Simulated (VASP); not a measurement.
Here is the system:

```xyz
2
Lattice="0.0000 2.7190 2.7190 2.7190 0.0000 2.7190 2.7190 2.7190 0.0000" Properties=species:S:1:pos:R:3 pbc="T T T"
Zn     0.0000     0.0000     0.0000
S      1.3595     1.3595     1.3595
```

Level of theory: PBE GGA with D3 dispersion (zero damping), VASP's PBE PAW potentials (set 64) (plane waves; VASP). Settings: 520 eV cut-off, 9×9×9 Γ-centred mesh, Gaussian smearing of 0.050 eV, potentials Zn S.

Question: Give the stress tensor in GPa (positive for a compressed cell).

Answer: 
```
-2.17   0.00   0.00
 0.00  -2.17   0.00
 0.00   0.00  -2.17
```
The pressure is its mean diagonal, -2.17 GPa.

The compound is ZnS in the zinc blende structure. This cell is one point of a volume scan, at 1.03 of the reference volume.
